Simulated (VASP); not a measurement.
# InGaO (P4/nmm) in VASP: further runs, part 2 of 2

VASP 6.6.1. Earlier steps stand in the parts before.

## Step 3: Relaxation of cell and atoms, PBE

This run uses another cell than the first one, of 18.09 Å³/atom, 1.036 times its volume.

Input file INCAR:

```
PREC = Accurate
ENCUT = 520
EDIFF = 1E-7
ISMEAR = 0
SIGMA = 0.1
LREAL = False
LASPH = True
NELM = 120
ALGO = Normal
ISIF = 3
LWAVE = False
LCHARG = False
GGA = PE
IBRION = 2
NSW = 60
EDIFFG = -0.005
POTIM = 0.3
KPAR = 4
```

Input file KPOINTS:

```
Automatic mesh
0
Gamma
  8 8 4
```

Input file POSCAR:

```
InGaO                                   
1.0
    3.6529489345     -0.0000000000      0.0000000000
    0.0000000000      3.6529489345      0.0000000000
    0.0000000000     -0.0000000000      8.1359894490
  In              Ga              O             
     2     2     2
Direct
     0.0000000000000000    0.5000000000000000    0.3699548197616910
     0.5000000000000000    0.0000000000000000    0.6300451802383090
     0.0000000000000000    0.5000000000000000    0.8841066031696955
     0.5000000000000000    0.0000000000000000    0.1158933968303042
     0.5000000000000000    0.5000000000000000    0.0000000000000000
     0.0000000000000000    0.0000000000000000    0.0000000000000000
```

Potentials or basis: VASP PAW PBE potentials, release 64 (In_d, Ga_d, O).

Command:

```sh
cat potpaw_PBE.64/In_d/POTCAR potpaw_PBE.64/Ga_d/POTCAR potpaw_PBE.64/O/POTCAR > POTCAR
mpirun -np 4 vasp_std > vasp.out
```

OUTCAR:

```text
PREC = Accurate
   ENCUT = 520
   EDIFF = 1E-7
   ISMEAR = 0
   LREAL = False
   LASPH = True
   NELM = 120
   ISIF = 3
   GGA = PE
   IBRION = 2
   NSW = 60
   EDIFFG = -0.005
   POTIM = 0.3

 ion  position               nearest neighbor table
   1  0.000  0.500  0.370-   4 3.31   4 3.31   4 3.31   4 3.31   2 3.34   2 3.34   2 3.34   2 3.34

   2  0.500  0.000  0.630-   3 3.31   3 3.31   3 3.31   3 3.31   1 3.34   1 3.34   1 3.34   1 3.34

   3  0.000  0.500  0.884-   5 2.06   6 2.06   6 2.06   5 2.06   2 3.31   2 3.31   2 3.31   2 3.31

   4  0.500  0.000  0.116-   5 2.06   6 2.06   5 2.06   6 2.06   1 3.31   1 3.31   1 3.31   1 3.31

   5  0.500  0.500  0.000-   3 2.06   4 2.06   4 2.06   3 2.06
   6  0.000  0.000  0.000-   3 2.06   4 2.06   3 2.06   4 2.06

  LATTYP: Found a simple tetragonal cell.
 ALAT       =     3.6529489345
 C/A-ratio  =     2.2272387583

  Lattice vectors:

 A1 = (   3.6529489345,   0.0000000000,   0.0000000000)
 A2 = (   0.0000000000,   3.6529489345,   0.0000000000)
 A3 = (   0.0000000000,   0.0000000000,   8.1359894490)

Analysis of symmetry for initial positions (statically):
=====================================================================
 Subroutine PRICEL returns:
 Original cell was already a primitive cell.

 Routine SETGRP: Setting up the symmetry group for a
 simple tetragonal supercell.

 Subroutine GETGRP returns: Found 16 space group operations
 (whereof  8 operations were pure point group operations)
 out of a pool of 16 trial point group operations.

The static configuration has the point symmetry D_2d.
 The point group associated with its full space group is D_4h.

Analysis of symmetry for dynamics (positions and initial velocities):
=====================================================================
 Subroutine PRICEL returns:
 Original cell was already a primitive cell.

 Routine SETGRP: Setting up the symmetry group for a
 simple tetragonal supercell.

 Subroutine GETGRP returns: Found 16 space group operations
 (whereof  8 operations were pure point group operations)
 out of a pool of 16 trial point group operations.

The dynamic configuration has the point symmetry D_2d.
 The point group associated with its full space group is D_4h.

 Subroutine INISYM returns: Found 16 space group operations
 (whereof  8 operations are pure point group operations),
 and found     1 'primitive' translations

----------------------------------------------------------------------------------------

                                     Primitive cell

  volume of cell :     108.5669

  direct lattice vectors                    reciprocal lattice vectors
     3.652948934  0.000000000  0.000000000     0.273751431  0.000000000  0.000000000
     0.000000000  3.652948934  0.000000000     0.000000000  0.273751431  0.000000000
     0.000000000  0.000000000  8.135989449     0.000000000  0.000000000  0.122910681

  length of vectors
     3.652948934  3.652948934  8.135989449     0.273751431  0.273751431  0.122910681

  position of ions in fractional coordinates (direct lattice)
[... 80 lines left out ...]
   ICHARG =      2    charge: 1-file 2-atom 10-const
   ISPIN  =      1    spin polarized calculation?
   LNONCOLLINEAR =      F non collinear calculations
   LSORBIT =      F    spin-orbit coupling
   LASPH  =      T    aspherical Exc in radial PAW
   ENCUT  =  520.0 eV  38.22 Ry    6.18 a.u.   6.79  6.79 15.13*2*pi/ulx,y,z
   NELM   =    120;   NELMIN=  2; NELMDL= -5     # of ELM steps
   EDIFF  = 0.1E-06   stopping-criterion for ELM
   LREAL  =      F    real-space projection
   EDIFFG = -.5E-02   stopping-criterion for IOM
   NSW    =     60    number of steps for IOM
   IBRION =      2    ionic relax: 0-MD 1-quasi-New 2-CG
   NFREE  =      1    steps in history (QN), initial steepest desc. (CG)
   ISIF   =      3    stress and relaxation
   ISYM   =      2    0-nonsym 1-usesym 2-fastsym
   POTIM  = 0.3000    time-step for ionic-motion
   TEBEG  =    0.0;   TEEND  =   0.0 temperature during run
   PSTRESS=    0.0 pullay stress
   NELECT =      64.0000    total number of electrons
   NUPDOWN=      -1.0000    fix difference up-down
   EMIN   =  10.00;   EMAX   =-10.00  energy-range for DOS
   EFERMI =   0.00;   METHOD = LEGACY
   ISMEAR =     0;   SIGMA  =   0.10  broadening in eV -4-tet -1-fermi 0-gaus
   EFERMI_NEDOS =   21; number of points for ismear=-14 and -15
   IALGO  =     38    algorithm
   IMIX   =      4    mixing-type and parameters
     AMIX     =   0.40;   BMIX     =  1.00
     AMIX_MAG =   1.60;   BMIX_MAG =  1.00
  volume/ion in A,a.u.               =      18.09       122.11
  Fermi-wavevector in a.u.,A,eV,Ry     =   1.372679  2.593987 25.636742  1.884247
  Thomas-Fermi vector in A             =   2.498264
   LORBIT       =      0    0 simple, 1 ext, 2 COOP (PROOUT), +10 PAW based schemes
   GGA     = PE    functional components
   LHFCALC =     F    Hartree Fock is set to
   AEXX    =    0.0000 exact exchange contribution
   IVDW    =     0    specifies the selected vdW correction
   LEPSILON=     F    determine dielectric tensor
   LRPA    =     F    only Hartree local field effects (RPA)
 conjugate gradient relaxation of ions
 non-spin polarized calculation
 Gauss-broadening in eV      SIGMA  =   0.10
  energy-cutoff  :      520.00
  volume of cell :      108.57
 maximum number of plane-waves:      2952
 NGX is ok and might be reduce to    28
   NGX = 13   NGY = 13   NGZ = 31

--------------------------------------- Ionic step        1  -------------------------------------------

 number of electron      63.9999991 magnetization

 Free energy of the ion-electron system (eV)
  ---------------------------------------------------
  ext. energy  EPLUGINS =         0.00000000
  ---------------------------------------------------
  free energy    TOTEN  =       -25.36981445 eV

  energy without entropy =      -25.36319612  energy(sigma->0) =      -25.36650528

------------------------ aborting loop because EDIFF is reached ----------------------------------------

  FORCE on cell =-STRESS in cart. coord.  units (eV):
  Direction    XX          YY          ZZ          XY          YZ          ZX
  --------------------------------------------------------------------------------------
  -------------------------------------------------------------------------------------
  Total        0.0119713      0.0119713      0.1256960      0.0000000      0.0000000      0.0000000
  in kB        0.1766670      0.1766670      1.8549590      0.0000000      0.0000000      0.0000000
  external PRESSURE =       0.7360977 kB  Pullay stress =       0.0000000 kB
[... 101 lines left out ...]
  FREE ENERGIE OF THE ION-ELECTRON SYSTEM (eV)
  ---------------------------------------------------
  free  energy   TOTEN  =       -25.3699500813 eV

  energy  without entropy=      -25.3632576320  energy(sigma->0) =      -25.36660386

[... ionic steps 4 to 11 ...]

--------------------------------------- Ionic step       12  -------------------------------------------

 number of electron      63.9999992 magnetization

------------------------ aborting loop because EDIFF is reached ----------------------------------------
[... 75 lines left out ...]
--------------------------------------- Ionic step       14  -------------------------------------------

 number of electron      63.9999991 magnetization

 Free energy of the ion-electron system (eV)
  ---------------------------------------------------
  ext. energy  EPLUGINS =         0.00000000
  ---------------------------------------------------
  free energy    TOTEN  =       -25.37018093 eV

  energy without entropy =      -25.36297794  energy(sigma->0) =      -25.36657944

 E-fermi :   5.9039     XC(G=0): -10.4122

 val. band max:        5.8753692910   @ k =   0.3750   0.0000   0.0000
 cond. band min:       5.9190093532   @ k =   0.1250   0.0000   0.5000
 fundamental gap:      0.0436400622
 Fermi energy:         5.9038795092

 k-point     1 :       0.0000    0.0000    0.0000
  band No.  band energies     occupation
      1     -14.3235      2.00000
      2     -12.4645      2.00000
      3      -8.8736      2.00000
      4      -8.8736      2.00000
      5      -8.8510      2.00000
      6      -8.8034      2.00000
[... 973 lines left out ...]
     37      10.9612      0.00000
     38      10.9612      0.00000

 [... further k-points ...]

------------------------ aborting loop because EDIFF is reached ----------------------------------------

  FORCE on cell =-STRESS in cart. coord.  units (eV):
  Direction    XX          YY          ZZ          XY          YZ          ZX
  --------------------------------------------------------------------------------------
  -------------------------------------------------------------------------------------
  Total       -0.0091473     -0.0091473      0.0012266      0.0000000      0.0000000      0.0000000
  in kB       -0.1345004     -0.1345004      0.0180353      0.0000000      0.0000000      0.0000000
  external PRESSURE =      -0.0836551 kB  Pullay stress =       0.0000000 kB
[... 21 lines left out ...]
  FREE ENERGIE OF THE ION-ELECTRON SYSTEM (eV)
  ---------------------------------------------------
  free  energy   TOTEN  =       -25.3701809280 eV

  energy  without entropy=      -25.3629779448  energy(sigma->0) =      -25.36657944

 reached required accuracy - stopping structural energy minimisation
```

It took 4.7 min on 4 MPI ranks of AMD EPYC 9R14 (Zen 4), shared host; peak memory 0.3 GiB.

What came out:

```yaml
Free_energy: -25.3702 eV
Relaxed_volume: 18.16 Å³/atom
Relaxed_cell: a = 3.650 Å, b = 3.650 Å, c = 8.177 Å, α = 90.00°, β = 90.00°, γ = 90.00°
Space_group_after_relaxing_to_0.05_Å: P4/nmm (No. 129)
Energy_gained_by_relaxing: 0.1 meV/atom
Ionic_steps: 14
Pressure_after_relaxing: 0.0 GPa
Largest_force_after_relaxing: 0.003 eV/Å
Band_gap_on_the_k_mesh: none (metal or under the smearing width)
```

Forces on the atoms (eV/Å):
```
In   0.000  0.000 -0.003
In   0.000  0.000  0.003
Ga   0.000  0.000  0.002
Ga   0.000  0.000 -0.002
O    0.000  0.000  0.000
O    0.000  0.000  0.000
```

The path:
```csv
step,energy change (eV),largest force (eV/Å),pressure (GPa),volume (Å³)
1,0.0000,0.0057,0.07,108.57
2,-0.0001,0.0125,0.04,108.65
3,-0.0001,0.0217,-0.01,108.75
4,-0.0001,0.0400,-0.12,108.96
5,-0.0002,0.0320,-0.08,108.87
6,-0.0002,0.0278,-0.05,108.88
7,-0.0003,0.0155,-0.04,108.93
8,-0.0003,0.0127,0.00,109.01
9,-0.0003,0.0102,0.00,108.98
10,-0.0003,0.0104,-0.01,108.98
11,-0.0003,0.0090,0.00,108.96
12,-0.0004,0.0060,0.03,108.93
13,-0.0004,0.0053,0.01,108.94
14,-0.0004,0.0031,-0.01,108.96
```

Final structure:
```
In Ga O
1.0
     3.65035    0.00000    0.00000
     0.00000    3.65035    0.00000
     0.00000    0.00000    8.17733
In Ga O
2 2 2
Direct
  0.00000 0.50000 0.36975
  0.50000 0.00000 0.63025
  0.00000 0.50000 0.88465
  0.50000 0.00000 0.11535
  0.50000 0.50000 0.00000
  0.00000 0.00000 0.00000
```

## Step 4: Single point, r2SCAN

This run uses another cell than the first one, of 18.16 Å³/atom, 1.039 times its volume.

Input file INCAR:

```
PREC = Accurate
ENCUT = 520
EDIFF = 1E-6
ISMEAR = 0
SIGMA = 0.1
LREAL = False
LASPH = True
NELM = 150
ALGO = Normal
ISIF = 2
LWAVE = False
LCHARG = False
METAGGA = R2SCAN
LMIXTAU = True
KPAR = 4
```

Input file KPOINTS:

```
regular mesh
0
Gamma
  8 8 4
```

Input file POSCAR:

```
InGaO                                   
1.0
    3.6503526027      0.0000000000      0.0000000000
    0.0000000000      3.6503526027      0.0000000000
    0.0000000000      0.0000000000      8.1773271905
  In              Ga              O             
     2     2     2
Direct
     0.0000000000000000    0.5000000000000000    0.3697508567346994
     0.5000000000000000    0.0000000000000000    0.6302491432653006
     0.0000000000000000    0.5000000000000000    0.8846451396959381
     0.5000000000000000    0.0000000000000000    0.1153548603040616
     0.5000000000000000    0.5000000000000000    0.0000000000000000
     0.0000000000000000    0.0000000000000000    0.0000000000000000
```

Command:

```sh
cat potpaw_PBE.64/In_d/POTCAR potpaw_PBE.64/Ga_d/POTCAR potpaw_PBE.64/O/POTCAR > POTCAR
mpirun -np 4 vasp_std > vasp.out
```

Wall time 3.2 min (4 MPI ranks of AMD EPYC 9R14 (Zen 4), shared host); peak memory 0.31 GiB.

The run converged. Its results:

```
Free energy            : -84.9580 eV
Pressure               : -3.5 GPa
Largest force          : 0.465 eV/Å
Band gap on the k mesh : none (metal or under the smearing width)
```

Forces in eV/Å, atoms in the order of the input:
```
In   0.000  0.000 -0.031
In   0.000  0.000  0.031
Ga   0.000  0.000  0.465
Ga   0.000  0.000 -0.465
O    0.000  0.000  0.000
O    0.000  0.000  0.000
```

Stress tensor (GPa, compression positive):
```
-3.96  0.00  0.00
 0.00 -3.96  0.00
 0.00  0.00 -2.45
```

Levels at points of the mesh, in eV from the Fermi level:
| k point | band 29 | band 30 | band 31 | band 32 | band 33 | band 34 | band 35 | band 36 |
| --- | --- | --- | --- | --- | --- | --- | --- | --- |
| (0.00, 0.00, 0.00) | -2.97 | -2.85 | -2.85 | 1.87 | 3.39 | 3.39 | 3.73 | 4.54 |
| (0.50, 0.00, 0.00) | -4.74 | -4.74 | -1.55 | -1.55 | 0.96 | 0.96 | 5.26 | 5.26 |
| (0.50, 0.50, 0.00) | -1.99 | -1.99 | -1.68 | -1.68 | -0.94 | -0.94 | 1.87 | 1.87 |
| (0.00, 0.00, 0.50) | -2.85 | -2.85 | -0.14 | 0.61 | 2.43 | 3.09 | 3.09 | 4.95 |
| (0.50, 0.00, 0.50) | -4.20 | -4.20 | -2.32 | -2.32 | 1.49 | 1.49 | 5.04 | 5.04 |
| (0.50, 0.50, 0.50) | -1.99 | -1.99 | -1.29 | -1.29 | -0.45 | -0.45 | 0.95 | 0.95 |

Caveat: the PAW data sets were made with another functional, which shifts forces and pressure a little.
